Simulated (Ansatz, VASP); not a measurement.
**Cross-check of Zn between VASP and Ansatz**

Wanted: the spread between two codes on one cell, functional and k mesh. The cell is taken from a series of runs on this material, whose earlier steps may have relaxed, scaled, displaced or heated it; both programs get it as it stands.

Calculated with Ansatz 0.2.0; plane waves, with VASP 6.6.1 beside it; LDA.

**1. The starting structure**

The cell holds 4 atoms: 4 Zn. Its edges and angles: a = 2.538 Å, b = 2.538 Å, c = 38.650 Å, α = 90.0°, β = 90.0°, γ = 120.0°. It derives from Zn. Vacuum lies along c.

**2. Ansatz: zone-centre phonons, LDA**

Ansatz runs on its PAW soft_1 files.

Second derivatives magnify differences that forces hide, and they need a tight electronic threshold.

input.yaml

```yaml
crystal:
  lattice:
    - [2.5379448995, 0.0, 0.0]
    - [-1.2689724498, 2.1979247564, 0.0]
    - [0.0, 0.0, 38.6500371]
  atoms:
    - { symbol: Zn, position: [0.3333333333, 0.6666666667, 0.1725189696] }
    - { symbol: Zn, position: [0.6666666667, 0.3333333333, 0.2341586604] }
    - { symbol: Zn, position: [0.3333333333, 0.6666666667, 0.2943013757] }
    - { symbol: Zn, position: [0.6666666667, 0.3333333333, 0.3559410665] }
  periodic: [true, true, false]
kpoints:
  mp_grid: { grid: [18, 18, 1] }
hamiltonian:
  xc: lda
  pseudopotentials: { kind: paw, azcp: { folder: soft_1 }, xc_functional: pbe }
scf:
  occupations: { method: methfessel_paxton, width: 0.2 }
output:
  eigenvalues: true
phonons:
  method: dfpt
```

Started as:

```bash
$ ansatz run input.yaml --threads 8 --pin off --max-ram 16384MiB --backend cpu --events-out ev --progress --plain --runs-dir out
```

Numbers of over 12 decimals in the logs are rounded to 6 here.

What it wrote:

```text
Warning: crystal.symmetry: narrowed to the stabiliser of the run's FFT grids — unitary ops 12 → 6. A phonons.method: dfpt run fills in the rows of the dynamical matrix that it does not solve by its symmetry operations, which is exact only for operations that map its FFT grids onto themselves: filled in by any other, the frequencies could depend on the order in which like atoms are typed, or, by more than the grids' own error, on where the crystal sits among the grids' points. Excluded: 6 operations. The run can therefore solve more perturbations, solve them on more k-points, or both, and cost more. [rest of the remark cut]
Engine: ansatz 0.2.0, aarch64-unknown-linux-gnu
Pseudopotentials: kind: paw
Pseudopotential: Zn, paw, valence charge 12, recommended cutoff 420 eV (normal), soft_1/Zn.paw.azcp
Functional definition: SPW92
  exchange = slater_x
  correlation = pw_c
Crystal: 4 atoms, lattice volume = 215.598 Å³
Basis set: ecut = 420 eV, 4287 PW (Γ), exchange–correlation on 36×36×540 points (8 copies of the dense FFT grid, shifted against one another)
Bands: 29, of which v1, the nominal top of the filled ones, is band 24 counted from 1 (23 counted from 0)
Symmetry: 12 space group operations
k-points: 91 of 324 (irreducible under 2 space group operations, time reversal used)
Non-local potential: Zn, projectors of the file, l = 0: 2, l = 1: 2, l = 2: 3, l = 3: 1
PAW form: soft (Blöchl's): semilocal exchange-correlation on the pseudo side does not see the compensation charge
PAW frozen core: Zn, regenerated for the run's functional, and the local potential with it (the file was generated under x = pbe(κ = 0.804, μ = 0.219515), c = pbe(β = 0.066725))
PAW one-centre angular grid: Zn, 590 points (default); XC on 64 Gauss nodes
Initial density: superposition of atomic densities (neutral atoms: chi_scale 0, normalization atom)
Initial wavefunctions: pseudopotential atomic-orbital guess
Functional: x = slater, c = lda
SCF iter   1: F=—  HF=-12985.364708 eV  |F-HF|=—  |Δ(HF+E_count)|=         —  Δρ=3.72e-2  dr2=2.13e0  ethr=3.10e-3  ⟨swp⟩=17.0  Hψ=26024  notcnv=0
preconditioner: auto → LDOS  [insulator: Δε(μ)=0.143 eV  Ē_g=10.247 eV  σ=0.200 eV  W_gap=0.56  n_scr=26 (ndim 8)  ℏωp=17.5 eV  f_vac=0.713  D(μ)=0.76/eV (n_scr^D=8)  ε∞_Penn≈3.9  β→1.0]
SCF iter   2: F=—  HF=-12987.044072 eV  |F-HF|=—  |Δ(HF+E_count)|=    1.68e0  S|Δr|=    0.00e0  Δρ=7.01e-2  dr2=5.19e0  ethr=3.10e-3  ⟨swp⟩=3.8  Hψ=8950  notcnv=0  defer=60  recentre
SCF iter   3: F=—  HF=-12984.735582 eV  |F-HF|=—  |Δ(HF+E_count)|=    2.31e0  S|Δr|=    0.00e0  Δρ=6.15e-3  dr2=7.02e-2  ethr=3.10e-3  ⟨swp⟩=3.5  Hψ=7665  notcnv=0  defer=55
SCF iter   4: F=—  HF=-12984.710026 eV  |F-HF|=—  |Δ(HF+E_count)|=   2.56e-2  S|Δr|=    0.00e0  Δρ=1.53e-3  dr2=3.99e-3  ethr=1.46e-4  ⟨swp⟩=3.5  Hψ=7566  notcnv=0  defer=55
SCF iter   5: F=—  HF=-12984.710767 eV  |F-HF|=—  |Δ(HF+E_count)|=   7.40e-4  S|Δr|=    0.00e0  Δρ=6.47e-4  dr2=3.43e-3  ethr=8.30e-6  ⟨swp⟩=3.1  Hψ=5497  notcnv=0  defer=55
SCF iter   6: F=—  HF=-12984.710251 eV  |F-HF|=—  |Δ(HF+E_count)|=   5.16e-4  S|Δr|=    0.00e0  Δρ=2.11e-4  dr2=5.70e-5  ethr=7.15e-6  ⟨swp⟩=3.3  Hψ=5270  notcnv=0  defer=55
SCF iter   7: F=—  HF=-12984.710226 eV  |F-HF|=—  |Δ(HF+E_count)|=   2.47e-5  S|Δr|=    0.00e0  Δρ=5.54e-5  dr2=4.05e-6  ethr=1.19e-7  ⟨swp⟩=3.1  Hψ=6787  notcnv=0  defer=55
SCF iter   8: F=—  HF=-12984.710209 eV  |F-HF|=—  |Δ(HF+E_count)|=   1.74e-5  S|Δr|=    0.00e0  Δρ=7.25e-6  dr2=7.35e-8  ethr=8.45e-9  ⟨swp⟩=2.9  Hψ=6480  notcnv=0  defer=55
SCF iter   9: F=—  HF=-12984.710209 eV  |F-HF|=—  |Δ(HF+E_count)|=   2.87e-7  S|Δr|=    0.00e0  Δρ=1.97e-6  dr2=1.66e-8  ethr=1.53e-10  ⟨swp⟩=3.5  Hψ=7390  notcnv=0  defer=55
SCF iter  10: F=—  HF=-12984.710209 eV  |F-HF|=—  |Δ(HF+E_count)|=   6.58e-8  S|Δr|=    0.00e0  Δρ=7.04e-7  dr2=7.15e-10  ethr=3.45e-11  ⟨swp⟩=3.0  Hψ=5879  notcnv=0  defer=55
SCF iter  11: F=—  HF=-12984.710209 eV  |F-HF|=—  |Δ(HF+E_count)|=   1.85e-8  S|Δr|=    0.00e0  Δρ=2.24e-7  dr2=5.42e-11  ethr=1.49e-12  ⟨swp⟩=3.1  Hψ=6824  notcnv=0  defer=55
SCF iter  12: F=-12984.710209 eV  HF=-12984.710209 eV  |F-HF|=1.76e-10  |Δ(HF+E_count)|=   2.86e-9  S|Δr|=    0.00e0  Δρ=3.13e-8  dr2=1.13e-12  ethr=1.00e-12  ⟨swp⟩=18.4  Hψ=25857  notcnv=0
SCF 1 converged in 12 iterations: F = -12984.710209 eV  dr2 = 1.13e-12
  greatest PAW one-centre occupation: 0.982 electrons in one spin orbital (limit 2), on the Zn atom at site 3 (counted from 0), in its partial waves of l = 2
DFPT response loops at Γ: preconditioner auto → none (partly filled bands, converged f_vac=0.715); β = 0.50; Broyden in place of MSR1
SCF converged after 12 iterations
Stability not checked: this state was not tested for a lower state beside it, because cold or Methfessel-Paxton smearing, or corrected tetrahedra, fill the levels in a way that the test cannot read (fill_not_monotonic; see scf.lower_state_search)
Free energy (F): -12984.710209 eV
Harris-Foulkes:  -12984.710209 eV  (|F-HF|=1.76e-10)
Internal energy: -12984.710679 eV  (E = F + TS)
E sigma→0 (E₀):  -12984.710327 eV
Entropy (-TS):   0.000469 eV (0.117 meV/atom)
Fermi energy:    -4.476353 eV
--- Per-component energies (eV) ---
  E_band       = -556.098428
  E_kinetic    = 598.277164
  E_local      = -253063.783198  (includes V_loc(G=0)·N_el)
  E_nonlocal   = 3273.330215
  E_hartree    = 125261.404322
  E_xc         = -315.237913
  E_vxc        = -211.890646  (∫ρ·V_xc dr)
  E_paw        = -7291.529844  (= ΣΔE_a)
  E_vpaw       = -1674.839743  (= ΣTr[D̂ρ^β])
  E_aug_tail   = -0.000962  (compensation charges beyond the density's cutoff)
  E_ewald      = 118546.600964
  E_core_change = 6.228574  (= ΣΔE_core)
  E_smearing   = 0.000469  (= −TS)
  E_closure    = 0.000000  (closes the sum)
  Σ components = -12984.710209   (vs F -12984.710209, Δ=0.00e0)
--- Band table (eV; the first three rows and the last of 91) ---
  k-point 0: bands = [... 20 lower, -11.4682, -11.4665, -11.4665, -9.2259, -7.2608, -3.7522, -1.2105 (-1.2106°), -0.2028, ... 1 higher]
  k-point 1: bands = [... 20 lower, -11.4721, -11.4699, -11.3505, -9.1491, -7.1180, -3.6576, -1.1192 (-1.1193°), -0.1063, ... 1 higher]
  k-point 2: bands = [... 20 lower, -11.4836, -11.4796, -11.0767, -8.9241, -6.7071, -3.3738, -0.8455 (-0.8456°), 0.1827, ... 1 higher]
  k-point 90: bands = [... 20 lower, -8.4866, -7.4545, -5.9838, -4.0528, -1.2363, -0.6121, -0.1718, 0.3744, ... 1 higher]
  ° read free of the cell's end (the report's vacuum.weakly_bound_levels)
--- Phonons (Γ-DFPT): 8 representative perturbations + reference, on 91 of 324 k-points (Σ response iterations 37) ---
  ASR residual: 4.934e-5 → 0.000e0 eV/Å²; symmetrization residual: 6.947e-5 eV/Å²
  The last average, over the group as it would stand without the narrowing to the FFT grids, took up to 1.174e-5 eV/Å² of the zone centre's force constants
  ASR residual per site (eV/Å²): 4.93e-5 1.93e-5 6.44e-6 4.53e-5
  Γ frequencies (cm⁻¹): 0.00 0.00 0.00 39.15 39.15 62.39 62.39 76.44 79.12 79.12 115.74 159.01
  non-analytic LO–TO correction: not included (Born effective charges unavailable; polar crystals: no LO–TO splitting at Γ)
```

The column dr2 measures how far the density is from self-consistency, as an energy; F and HF (Harris–Foulkes) agree once it is small.

[end of part 1 of 2]

[Lines on the potential files, build, host, timing and source positions are cut from VASP's logs without a mark.]

[Logs are printed without paths, hosts, clocks, repeated set-up lines and the standing remarks that a program may print on its own settings, such as how far it seeks lower states.]

[Hosts, paths, dates, database ids (printed as entryN), source tags and the programs' standing remarks are cut or masked in the printed files.]
